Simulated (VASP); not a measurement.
VASP ran on this input.

File POSCAR:
```
NaH
1.0
  0.0000000000   2.5057210000   2.3768980000
  2.4963430000   0.0000000000   2.3768980000
  2.4963430000   2.5057210000   0.0000000000
Na H
1 1
Cartesian
  0.0000000000   0.0000000000   0.0000000000
  2.5973500305   2.5057210000   2.3768980000
```

INCAR:
```
! general
SYSTEM  =  NaH
PREC    =  Accurate
ENCUT   =  400
LREAL   =  .FALSE.
LASPH   =  .TRUE.
NBANDS  =  5

! electronic loop
EDIFF   =  1E-6
NELM    =  100
ALGO    =  Normal

! smearing
ISMEAR  =  0
SIGMA   =  0.05

! functional
GGA     =  PE

! ions
ISIF    =  2

! output
LWAVE   =  .FALSE.
LCHARG  =  .FALSE.
```

### KPOINTS
```
Automatic mesh
0
Gamma
8 8 8
0 0 0
```

POTCAR, in this order: Na_pv H (PBE.64 set). Program: vasp_std.

Q: Translate this PBE calculation to Quantum ESPRESSO's pw.x.

A: One equivalent input (not run):
```
&CONTROL
  calculation = 'scf'
  pseudo_dir = './pseudo'
  outdir = './out'
  tprnfor = .true.
  tstress = .true.
/
&SYSTEM
  ibrav = 0
  nat = 2
  ntyp = 2
  ecutwfc = 88
  occupations = 'smearing'
  smearing = 'gaussian'
  degauss = 0.003675
  input_dft = 'pbe'
/
&ELECTRONS
  conv_thr = 7.3e-08
  electron_maxstep = 100
/
ATOMIC_SPECIES
  Na 22.990 Na.upf
  H 1.008 H.upf
CELL_PARAMETERS angstrom
     0.0000000    2.5057210    2.3768980
     2.4963430    0.0000000    2.3768980
     2.4963430    2.5057210    0.0000000
ATOMIC_POSITIONS crystal
  Na   0.0000000  0.0000000  0.0000000
  H    0.4797690  0.5202310  0.5202310
K_POINTS automatic
  8 8 8 0 0 0
```
What does not carry over: the potentials are each code's own (VASP's PAW set, PseudoDojo norm-conserving files in pw.x), so ENCUT and ecutwfc are chosen apart and not converted; conv_thr bounds pw.x's estimated SCF error, while EDIFF bounds the energy change between steps; the number of bands isn't carried over, since the valence differs with the files.

The compound is NaH in the rock salt structure. The cell was not relaxed at this level, atoms are displaced from their ideal sites. The run is one of a series of settings (NBANDS = 5 against the base run), some of them coarse on purpose.
